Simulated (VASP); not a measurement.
Mg:

```xyz
2
Lattice="3.2093 0.0000 0.0000 -1.6046 2.7793 0.0000 0.0000 0.0000 5.2103" Properties=species:S:1:pos:R:3 pbc="T T T"
Mg    0.0000    1.8529    1.3026
Mg    1.6047    0.9264    3.9077
```

| Quantity | Value |
| --- | --- |
| Program | VASP 6.6.1 |
| Task | relaxation of cell and atoms |
| Functional | LDA |
| Potentials or basis | VASP PAW LDA potentials, release 64 (Mg) |
| Cutoff | 600 eV |
| k mesh | 18 × 18 × 9 |
| Occupations | methfessel-paxton, width 0.1 eV |
| Spin | no spin polarisation |

At the start: pressure -2.8 GPa; volume 23.24 Å³/atom.

**Question.** Where does the relaxation end?

**Answer.** Over 7 steps the energy falls by 17.4 meV/atom and the volume is 21.40 Å³/atom (-7.9 %); space group P6_3/mmc (No. 194, to 0.05 Å).

The path:
| step | energy change (eV) | largest force (eV/Å) | pressure (GPa) | volume (Å³) |
| --- | --- | --- | --- | --- |
| 1 | 0.0000 | 0.0000 | -2.82 | 46.47 |
| 2 | -0.0318 | 0.0000 | -0.84 | 43.78 |
| 3 | -0.0344 | 0.0000 | -0.02 | 42.87 |
| 4 | -0.0344 | 0.0000 | 0.05 | 42.80 |
| 5 | -0.0346 | 0.0000 | 0.05 | 42.80 |
| 6 | -0.0348 | 0.0000 | 0.06 | 42.79 |
| 7 | -0.0348 | 0.0000 | 0.06 | 42.79 |

Final structure:
```
CELL_PARAMETERS angstrom
3.13689 0.00000 0.00000
-1.56845 2.71663 0.00000
0.00000 0.00000 5.02178
ATOMIC_POSITIONS crystal
Mg 0.33333 0.66667 0.25000
Mg 0.66667 0.33333 0.75000
```
